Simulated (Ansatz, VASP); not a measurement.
# Cross-check of Ti8C8F (F on TiC(001)) between VASP and Ansatz, part 2 of 2

Wanted: the spread between two codes on one cell, functional and k mesh.

VASP 6.6.1 and Ansatz 0.2.0.

So far: Set-up; Ansatz: single point, PBEsol.

### Step 3. VASP: single point, PBEsol

Level of this step: PBEsol, no spin polarisation; plane waves and PAW (Ti_sv, C, F) (VASP).

The same cell, functional, mesh and smearing now go to VASP, with its own data sets and cutoff.

Lines of VASP's logs that name or quote its potential files are left out, and so is its time.

File INCAR:

```
SYSTEM = Ti8C8F
PREC = Normal
ENCUT = 400
EDIFF = 1E-06
NELM = 120
ISMEAR = 1
SIGMA = 0.1
LREAL = Auto
ALGO = Fast
GGA = PS
NBANDS = 160
LASPH = .TRUE.
LORBIT = 11
LWAVE = .FALSE.
LCHARG = .TRUE.
KPAR = 4
NCORE = 2
IDIPOL = 3
LDIPOL = .TRUE.
DIPOL = 0.5 0.5 0.475
LVHAR = .TRUE.
LVACPOTAV = .TRUE.
NEDOS = 1500
```

File POSCAR:

```
Ti8C8F
1.0
    6.0952604540      0.0000000000      0.0000000000
    0.0000000000      6.0952604540      0.0000000000
    0.0000000000      0.0000000000     24.3150000000
Ti C F
16 16 2
Selective dynamics
Direct
    0.0000000000      0.0000000000      0.3290150110  F F F
    0.0000000000      0.5000000000      0.3290150110  F F F
    0.5000000000      0.0000000000      0.3290150110  F F F
    0.5000000000      0.5000000000      0.3290150110  F F F
    0.2500000000      0.2500000000      0.4176434300  F F F
    0.2500000000      0.7500000000      0.4176434300  F F F
    0.7500000000      0.2500000000      0.4176434300  F F F
    0.7500000000      0.7500000000      0.4176434300  F F F
    0.0000000000      0.0000000000      0.5060972014  T T T
    0.0000000000      0.5000000000      0.5060972014  T T T
    0.5000000000      0.0000000000      0.5060972014  T T T
    0.5000000000      0.5000000000      0.5060972014  T T T
    0.2500000000      0.2500000000      0.6032828996  T T T
    0.2500000000      0.7500000000      0.5912357449  T T T
    0.7500000000      0.2500000000      0.5912357449  T T T
    0.7500000000      0.7500000000      0.6032828996  T T T
    0.2500000000      0.2500000000      0.3290150110  F F F
    0.2500000000      0.7500000000      0.3290150110  F F F
    0.7500000000      0.2500000000      0.3290150110  F F F
    0.7500000000      0.7500000000      0.3290150110  F F F
    0.0000000000      0.0000000000      0.4176434300  F F F
    0.0000000000      0.5000000000      0.4176434300  F F F
    0.5000000000      0.0000000000      0.4176434300  F F F
    0.5000000000      0.5000000000      0.4176434300  F F F
    0.2500000000      0.2500000000      0.5037760224  T T T
    0.2500000000      0.7500000000      0.5064042791  T T T
    0.7500000000      0.2500000000      0.5064042791  T T T
    0.7500000000      0.7500000000      0.5037760224  T T T
    0.0000000000      0.0000000000      0.5933227982  T T T
    0.0000000000      0.5000000000      0.5933227982  T T T
    0.5000000000      0.0000000000      0.5933227982  T T T
    0.5000000000      0.5000000000      0.5933227982  T T T
    0.2500000000      0.2500000000      0.6767269110  T T T
    0.7500000000      0.7500000000      0.6767269110  T T T
```

File KPOINTS:

```
Automatic mesh
0
Gamma
4 4 1
0 0 0
```

PAW data sets: Ti_sv, C and F (PBE family, release 64).

Started as:

```
mpirun -np 8 vasp_std
```

Numbers of over 12 decimals in the logs are rounded to 6 here.

Output:

```text
[banner, memory and clock lines left out]
running    8 mpi-ranks, on    1 nodes
[...]
|                                                                             |
|               ----> ADVICE to this user running VASP <----                  |
|                                                                             |
|     You enforced a specific xc type in the INCAR file but a different       |
|     [... a line on the potential file left out ...]
|     I HOPE YOU KNOW WHAT YOU ARE DOING!                                     |
|                                                                             |

 LDA part: xc-table for (Slater+PW92), standard interpolation
 POSCAR, INCAR and KPOINTS ok, starting setup
[...]
entering main loop
       N       E                     dE             d eps       ncg     rms          rms(c)
DAV:   1     0.343508167235E+04    0.34351E+04   -0.12378E+05  2224   0.145E+03
DAV:   2     0.197730102011E+03   -0.32374E+04   -0.31417E+04  2168   0.501E+02
[...]
RMM:  44    -0.316608698127E+03   -0.10629E-05   -0.13730E-05  2309   0.865E-03    0.176E-03
RMM:  45    -0.316608698968E+03   -0.84068E-06   -0.11088E-05  2219   0.806E-03    0.192E-03
RMM:  46    -0.316608699665E+03   -0.69735E-06   -0.94024E-06  2242   0.751E-03
|                                                                             |
|           W    W    AA    RRRRR   N    N  II  N    N   GGGG   !!!           |
|           W    W   A  A   R    R  NN   N  II  NN   N  G    G  !!!           |
|           W    W  A    A  R    R  N N  N  II  N N  N  G       !!!           |
|           W WW W  AAAAAA  RRRRR   N  N N  II  N  N N  G  GGG   !            |
|           WW  WW  A    A  R   R   N   NN  II  N   NN  G    G                |
|           W    W  A    A  R    R  N    N  II  N    N   GGGG   !!!           |
|                                                                             |
|     Did not find any points to average over, which means that no vacuum     |
|     field-free region was found. Please increase the size of  your cell     |
|     in the dimension of the dipole correction to obtain accurate            |
|     workfunction values.                                                    |
|                                                                             |

   1 F= -.31660870E+03 E0= -.31660912E+03  d E =0.125479E-02
```

Parts of OUTCAR (step 3):

```text
  Total      -27.1354756    -27.1354756    -10.7228685      0.0000000      0.0000000      0.0000000
  in kB      -48.1270465    -48.1270465    -19.0179085      0.0000000      0.0000000      0.0000000
  external PRESSURE =     -38.4240005 kB  Pullay stress =       0.0000000 kB

 POSITION                                       TOTAL-FORCE (eV/Angst)
 -----------------------------------------------------------------------------------
      0.00000      0.00000      8.00000        -0.000000     -0.000000      1.465502
      0.00000      3.04763      8.00000        -0.000000      0.000000      1.465502
      3.04763      0.00000      8.00000        -0.000000      0.000000      1.465502
      3.04763      3.04763      8.00000        -0.000000     -0.000000      1.465502
      1.52382      1.52382     10.15500         0.000000      0.000000      0.407417
      1.52382      4.57145     10.15500        -0.000000      0.000000     -0.088753
      4.57145      1.52382     10.15500        -0.000000      0.000000     -0.088753
      4.57145      4.57145     10.15500         0.000000      0.000000      0.407417
      0.00000      0.00000     12.30575         0.000000      0.000000     -0.007495
      0.00000      3.04763     12.30575         0.000000      0.000000     -0.007495
      3.04763      0.00000     12.30575         0.000000      0.000000     -0.007495
      3.04763      3.04763     12.30575         0.000000     -0.000000     -0.007495
      1.52382      1.52382     14.66882         0.000000     -0.000000      0.008659
      1.52382      4.57145     14.37590        -0.000000      0.000000     -0.009173
[...]
-----------------------------------------------------------------------------------
    total drift:                                0.000000      0.000000      0.134517

  FREE ENERGIE OF THE ION-ELECTRON SYSTEM (eV)
  ---------------------------------------------------
  free  energy   TOTEN  =      -316.6086996651 eV

  energy  without entropy=     -316.6099544506  energy(sigma->0) =     -316.60911793

[... 3 further parts left out ...]
[key lines of the parts left out:]
E-fermi :  -0.3075
```

This run has no spin polarisation, so a moment on Ti, if there is one, isn't seen.

### Step 4. Comparison

Known differences besides the potentials themselves: the cutoff is 420 eV in Ansatz and 400 eV in VASP (PREC = Normal, projectors in real space); Ansatz makes its cores anew for this functional, VASP keeps those of its PBE data sets. Total energies have different zeros and are not compared.

Compared:

| quantity | Ansatz | VASP | difference |
| --- | --- | --- | --- |
| work function, lower of the two faces (eV) | 4.25 | 4.24 | +0.01 |
| work function, higher of the two faces (eV) | 7.34 | 7.37 | -0.03 |

Forces on 10 of the 34 atoms, those with the largest forces and the largest differences (eV/Å; atoms numbered as in POSCAR):

```csv
atom,"Ansatz x, y, z","VASP x, y, z"
Ti1,"0.000, 0.000, 1.484","0.000, 0.000, 1.466"
Ti2,"0.000, 0.000, 1.484","0.000, 0.000, 1.466"
Ti3,"0.000, 0.000, 1.484","0.000, 0.000, 1.466"
Ti4,"0.000, 0.000, 1.484","0.000, 0.000, 1.466"
Ti13,"0.000, 0.000, 0.157","0.000, 0.000, 0.009"
C17,"0.000, 0.000, -1.055","0.000, 0.000, -1.077"
C19,"0.000, 0.000, -0.746","0.000, 0.000, -0.763"
C20,"0.000, 0.000, -1.055","0.000, 0.000, -1.077"
F33,"0.000, 0.000, -0.164","0.000, 0.000, 0.007"
F34,"0.000, 0.000, -0.164","0.000, 0.000, 0.007"
```

The forces differ by 33 meV/Å r.m.s., which is 8.6 % of the r.m.s. force of 0.38 eV/Å (both taken over all components, held atoms included). VASP's log warns that it found no field-free region in the vacuum, so its work functions are uncertain.

### Step 5. What the set-up changes

Further runs change the set-up of one program: Ansatz's method, potentials or start, or VASP's data sets, cutoff or form of LDA. The table gives Ansatz less VASP for each quantity, since a change that brings one quantity closer may part another.

```
                                        run  r.m.s. force difference (meV/Å)  work function, lower of the two faces (eV)  work function, higher of the two faces (eV)
                                   as above                               33                                       0.011                                       -0.035
                       cores kept as stored                               29                                       0.011                                       -0.036
norm-conserving potentials (cutoff 1143 eV)                               40                                      0.0098                                       -0.020
```

### Step 6. Outcome

```
r.m.s. force difference (single point, PBEsol) : 8.6 % of the r.m.s. force
```

**Reading.** The r.m.s. force difference is 8.6 % of the r.m.s. force (single point, PBEsol), beyond the 3 % picked in this series as the mark of a large difference. Single point, PBEsol, norm-conserving potentials (cutoff 1143 eV): the difference in work function, higher of the two faces goes from -0.035 to -0.020 eV. 1 further run of this series is not shown here. Such differences can come from data sets, numerical settings and the points named under the comparisons, not from the functional's error against experiment.

[Lines on the potential files, build, host, timing and source positions are cut from VASP's logs without a mark.]

[Logs are printed without paths, hosts, clocks, repeated set-up lines and the standing remarks that a program may print on its own settings, such as how far it seeks lower states.]

[Hosts, paths, dates, database ids (printed as entryN), source tags and the programs' standing remarks are cut or masked in the printed files.]
